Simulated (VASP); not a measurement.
Consider the following.

```xyz
1
Lattice="0.0000 2.0440 2.0440 2.0440 0.0000 2.0440 2.0440 2.0440 0.0000" Properties=species:S:1:pos:R:3 pbc="T T T"
Ag     0.0000     2.0440     2.0440
```

The numbers are results of TPSS meta-GGA, VASP's PBE PAW potentials (set 64) (plane waves; VASP 6.6.1), not measurements. Numerical set-up: 520 eV cut-off, 15×15×15 Γ-centred mesh, first-order Methfessel-Paxton smearing of 0.10 eV, potentials Ag.

Give the energy at these volumes per atom, relative to the lowest: 16.03, 16.55, 17.06, 17.57, 18.08 Å³.

25.2, 6.2, 0.0, 4.5, 17.6 meV/atom. A third-order Birch-Murnaghan fit gives B0 = 109 GPa and B0′ = 5.7.

Measured: bulk modulus 110 GPa at 0 K (computed value off by -0.5 %), as given by H. Levämäki et al., Physical Review B (2014), arXiv:1402.3671 [corrected for temperature and zero-point phonon effects]; a 4.062 Å at 0 K (computed value off by +0.6 %), as given by Daniel Mejia-Rodriguez et al., Physical Review B (2018), arXiv:1807.09216 [static lattice: zero-point anharmonic expansion removed].

The compound is Ag in the fcc structure. It was relaxed first.
